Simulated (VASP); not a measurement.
Input:

```
ErSi2
1.0
    5.30657     0.00000     0.00000
   -2.65328     4.59562     0.00000
    0.00000     0.00000     7.17935
Er Si
3 6
Cartesian
  2.65328   0.00000   0.00000
  1.32664   2.29781   2.39311
 -1.32664   2.29781   4.78624
  0.00000   1.22188   0.00000
  4.24839   0.61094   2.39311
  1.59510   3.98468   4.78624
  2.65328   3.37374   0.00000
 -1.59510   3.98468   2.39311
  1.05818   0.61094   4.78624
```

Level of theory: r2SCAN meta-GGA, VASP's PBE PAW potentials (set 64) (plane waves; VASP). Numerical set-up: 400 eV cut-off, 6×6×4 Γ-centred mesh, first-order Methfessel-Paxton smearing of 0.10 eV, potentials Er_3 Si.

The 4f electrons are frozen in the core of the lanthanide potential, so 4f levels, which can set the real gap, and their magnetism are missing.

### Question
Estimate the energy per atom (σ→0), band gap (on the k-mesh) with the smallest direct gap where there is one.

### Answer

- band gap (on the k-mesh): none (metal, semimetal or under 0.01 eV)
- energy per atom (σ→0): -17.412 eV/atom

Total energies compare only between runs with the same potentials, cut-off and functional.

The structure was generated: ErSi2 was put into the CrSi2 type (P6_222), which need not be its known phase. It was relaxed first. The start is the result of an earlier pass. The electron count is odd and the run is not spin-polarised, which forces a metal.
